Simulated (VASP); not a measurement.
Input for VASP

**INCAR**
```
ALGO = Normal
EDIFF = 1E-6
EDIFFG = -0.02
ENCUT = 500
GGA = PS
IBRION = 2
ISIF = 3
ISMEAR = 0
LASPH = T
LCHARG = F
LMAXMIX = 4
LREAL = F
LWAVE = F
NELM = 100
NSW = 40
PREC = Accurate
PSTRESS = 100
SIGMA = 0.05
SYSTEM = InAs
```

File KPOINTS:
```
K-points
0
G
 6 6 4
```

File POSCAR:
```
InAs
1
    4.1099706125     0.0000000000     0.0000000000
   -2.0549853062     3.5593391848     0.0000000000
   -0.0000000000    -0.0000000000     6.7663762747
In As
2 2
Direct
  0.3333330000   0.6666670000   0.0007157096
  0.6666670000   0.3333330000   0.5007157096
  0.3333330000   0.6666670000   0.3742842904
  0.6666670000   0.3333330000   0.8742842904
```

POTCAR, in this order: In_d As (PBE.64 set). Program: vasp_std.

Question: Write an equivalent input for Quantum ESPRESSO's pw.x.

Answer: One equivalent input (not run):
```
&CONTROL
  calculation = 'vc-relax'
  pseudo_dir = './pseudo'
  outdir = './out'
  tprnfor = .true.
  tstress = .true.
  nstep = 40
  forc_conv_thr = 0.00078
/
&SYSTEM
  ibrav = 0
  nat = 4
  ntyp = 2
  ecutwfc = 84
  occupations = 'smearing'
  smearing = 'gaussian'
  degauss = 0.003675
  input_dft = 'pbesol'
/
&ELECTRONS
  conv_thr = 7.3e-08
  electron_maxstep = 100
/
&IONS
/
&CELL
  press = 100
/
ATOMIC_SPECIES
  In 114.818 In.upf
  As 74.922 As.upf
CELL_PARAMETERS angstrom
     4.1099706    0.0000000    0.0000000
    -2.0549853    3.5593392    0.0000000
    -0.0000000   -0.0000000    6.7663763
ATOMIC_POSITIONS crystal
  In   0.3333330  0.6666670  0.0007157
  In   0.6666670  0.3333330  0.5007157
  As   0.3333330  0.6666670  0.3742843
  As   0.6666670  0.3333330  0.8742843
K_POINTS automatic
  6 6 4 0 0 0
```
Limits of the translation: the potentials are each code's own (VASP's PAW set, PseudoDojo norm-conserving files in pw.x), so ENCUT and ecutwfc are chosen apart and not converted; conv_thr bounds pw.x's estimated SCF error, while EDIFF bounds the energy change between steps; forc_conv_thr acts on force components and is met together with etot_conv_thr.

The structure was generated: InAs was put into the wurtzite type (P6_3mc), which need not be its known phase. It was relaxed first under an external pressure of 10 GPa.
